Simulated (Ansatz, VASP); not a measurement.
One calculation of MgSnO2, two programs

```
Mg Sn O
1.0
     4.29032    0.00000    0.00000
     0.00000    4.29032    0.00000
     0.00000    0.00000    2.99132
Mg Sn O
1 1 2
Direct
  0.50000 0.50000 0.50000
  0.00000 0.00000 0.00000
  0.50000 0.00000 0.00000
  0.00000 0.50000 0.00000
```

Alike in both runs: functional PBE; k mesh 4 × 4 × 6; occupations gaussian, width 0.1 eV; no spin polarisation.

Ansatz relaxed the structure, and its values are those at the end. VASP's run is a single point on that final structure, the one shown.

|  | VASP | Ansatz |
| --- | --- | --- |
| version | VASP 6.6.1 | Ansatz 0.2.0 |
| potentials or method | VASP PAW PBE potentials, release 64 (Mg, Sn_d, O) | scalar-relativistic, plane waves, PAW |
| plane-wave cutoff (eV) | 520 | 420 |
| valence electrons in the cell | 28 | 36 |

|  | VASP | Ansatz | Ansatz less VASP |
| --- | --- | --- | --- |
| gap on the k mesh at the Fermi level (eV) | none | none | - |
| pressure (GPa) | 0.0 | 0.0 | 0.00 |

A gap of «none» marks a metal or a gap that the smearing closes. The functional is the same, so the differences come from potentials, cutoffs and numerics. The two sets of potentials don't hold the same shells in valence.

Caveats: the k mesh is coarse (spacing up to 0.37 Å⁻¹), so the values aren't converged.
